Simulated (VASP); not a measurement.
Data:

```xyz
5
Lattice="4.2366 0.0000 0.0000 0.0000 4.2366 0.0000 0.0000 0.0000 4.2366" Properties=species:S:1:pos:R:3 pbc="T T T"
Ba     0.0000     0.0000     0.0000
Zr     2.1183     2.1183     2.1183
O      2.1183     0.0000     2.1183
O      0.0000     2.1183     2.1183
O      2.1183     2.1183     0.0000
```

These are PBE GGA, VASP's PBE PAW potentials (set 64) (plane waves; VASP) values and carry that method's errors. Numerical set-up: 520 eV cut-off, 6×6×6 Γ-centred mesh, tetrahedra with Blöchl corrections, potentials Ba_sv Zr_sv O.

Unless said otherwise, spin-orbit coupling is left out, though it shifts the bands of the heavy elements here.

### Question
What does the run give for the energy per atom (σ→0), band gap (on the k-mesh) with the smallest direct gap where there is one?

### Answer

```json
{
  "band gap (on the k-mesh)": "3.12 eV",
  "smallest direct gap (on the k-mesh)": "3.37 eV",
  "energy per atom (σ→0)": "-8.345 eV/atom"
}
```

Only differences to runs with the same potentials and settings are physical.

The compound is BaZrO3 in the cubic perovskite structure. It was relaxed first.
